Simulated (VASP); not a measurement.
VASP runs on GaAs (zinc blende) share one base input (PBE GGA, plane waves, VASP's PBE PAW potentials (set 64)) and change the settings named in each case.

### POSCAR
```
GaAs
4.0750560
  0.0000000000   0.7071068471   0.7071068471
  0.7071068471   0.0000000000   0.7071068471
  0.7071068471   0.7071068471   0.0000000000
Ga As
1 1
direct
  0.0000000000   0.0000000000   0.0000000000
  0.2500000000   0.2500000000   0.2500000000
```

**KPOINTS**
```
Regular mesh
0
Gamma
  7 7 7
0 0 0
```

### INCAR
```
SYSTEM  =  GaAs
PREC  =  Accurate; ENCUT  =  400; LREAL  =  .False.
LASPH  =  .True.
EDIFF  =  1E-6; NELM  =  100; ALGO  =  Normal
LMAXMIX  =  4
ISMEAR  =  0; SIGMA  =  0.05
GGA  =  PE
ISIF  =  2
LWAVE  =  .False.; LCHARG  =  .False.
```

POTCAR, in this order: Ga_d As (PBE.64 set). Program: vasp_std.

| change | E(σ→0) (eV/atom) | pressure (GPa) | −TS (eV) | irreducible k-points |
|---|---|---|---|---|
| base run | -4.1318 | -0.61 | -0.0001 | 20 |
| KGAMMA = .TRUE., KSPACING = 0.6, KPOINTS file removed | -4.0497 | -0.28 | -0.0007 | 8 |
| KGAMMA = .FALSE., KSPACING = 0.3, KPOINTS file removed | -4.1318 | -0.61 | -0.0001 | 20 |
| KGAMMA = .TRUE., KSPACING = 0.8, KPOINTS file removed | -3.8540 | 0.90 | -0.0022 | 4 |
| KGAMMA = .TRUE., KSPACING = 0.4, KPOINTS file removed | -4.1057 | -0.55 | -0.0003 | 10 |
| KGAMMA = .TRUE., KSPACING = 0.25, KPOINTS file removed | … | … | -0.0001 | 29 |

Q: Some entries are withheld; supply them.

A: 
- KGAMMA = .TRUE., KSPACING = 0.25, KPOINTS file removed, E(σ→0) (eV/atom): -4.1349
- KGAMMA = .TRUE., KSPACING = 0.25, KPOINTS file removed, pressure (GPa): -0.60

Left out are runs that ran out of time, are held back, or changed the cell or the kind of run, fixed moments of cells without a moment, rows past the twelfth, gaps on odd meshes, pressures of charged cells and columns that move by less than the noise.

The compound is GaAs in the zinc blende structure. The cell was not relaxed at this level.
